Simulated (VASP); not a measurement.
KPb$_{3}$ (space group Pm-3m): computed properties

Level of theory: PBEsol GGA, VASP's PBE PAW potentials (set 64) (plane waves; VASP).

* **space group**: Pm-3m (221)
* **cell**: a = b = c = 4.965 Å, α = β = γ = 90.00°
* **volume per atom**: 30.60 Å³/atom
* **band gap (over mesh and band path)**: none (metal, semimetal or under 0.01 eV)
* **band gap with spin-orbit coupling**: none (metallic)
* **density**: 8.96 g/cm³

```cif
data_KPb3
_chemical_formula_sum 'K1 Pb3'
_space_group_name_H-M_alt 'P 1'
_space_group_IT_number 1
_cell_length_a 4.96491
_cell_length_b 4.96491
_cell_length_c 4.96491
_cell_angle_alpha 90.000
_cell_angle_beta 90.000
_cell_angle_gamma 90.000
loop_
_space_group_symop_operation_xyz
  'x, y, z'
loop_
_atom_site_label
_atom_site_type_symbol
_atom_site_fract_x
_atom_site_fract_y
_atom_site_fract_z
_atom_site_occupancy
K1 K 0.00000 0.00000 0.00000 1
Pb1 Pb 0.00000 0.50000 0.50000 1
Pb2 Pb 0.50000 0.00000 0.50000 1
Pb3 Pb 0.50000 0.50000 0.00000 1
```

Unless said otherwise, spin-orbit coupling is left out, though it shifts the bands of the heavy elements here.

The structure comes from a computed database's KPb3 entry (Pm-3m); how it stands against other phases isn't given here. It was relaxed first, which changed the volume by -8 %. Symmetry was kept, so distortions that lower it aren't found. The electron count is odd and the run is not spin-polarised, which forces a metal.
